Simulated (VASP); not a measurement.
Method: PBE GGA, VASP's PBE PAW potentials (set 64) (plane waves; VASP 6.6.1).

A VASP calculation is set up with these files.

### KPOINTS
```
K-points
0
Gamma
  7 7 1
```

**POSCAR**
```
MgO(100) slab
1.0
  3.0030462020   0.0000000000   0.0000000000
  0.0000000000   3.0030462020   0.0000000000
  0.0000000000   0.0000000000  27.8724878603
O Mg
6 6
Cart
  0.0000000000   1.5015231010   8.6275662748
  0.0000000000   1.5015231010  12.8744972501
  1.5015231010   0.0000000000  10.7510317625
  0.0000000000   1.5015231010  17.1214560978
  1.5015231010   0.0000000000  14.9979906102
  1.5015231010   0.0000000000  19.2449215855
  1.5015231010   0.0000000000   8.6275662748
  0.0000000000   1.5015231010  10.7510317625
  1.5015231010   0.0000000000  12.8744972501
  0.0000000000   1.5015231010  14.9979906102
  1.5015231010   0.0000000000  17.1214560978
  0.0000000000   1.5015231010  19.2449215855
```

INCAR:
```
# general
SYSTEM = MgO(100) slab
PREC   = Normal
ENCUT  = 450
LREAL  = .FALSE.
LASPH  = .TRUE.

# electronic loop
EDIFF  = 1E-5
NELM   = 100
NELMIN = 4
ALGO   = Normal

# smearing
ISMEAR = 0
SIGMA  = 0.05

# functional
GGA    = PE

# ions
IBRION = 2
NSW    = 50
ISIF   = 2
EDIFFG = -0.03

# output
LWAVE  = .TRUE.
LCHARG = .FALSE.

# other
LDIPOL = .TRUE.
IDIPOL = 3
DIPOL  = 0.5 0.5 0.5
```

POTCAR, in this order: O Mg (PBE.64 set). Program: vasp_std.

Task: What will the output report for the number of irreducible k-points (NKPTS), largest plane-wave count, number of space-group operations, FFT grid (NGX, NGY, NGZ)?

Result: 
The number of irreducible k-points (NKPTS) comes out as 10 and the largest plane-wave count is 5513. The number of space-group operations is 16. The FFT grid (NGX, NGY, NGZ) is 16 × 16 × 150.

The cell is a thin slab with vacuum, built from MgO (rock salt): (100) face.
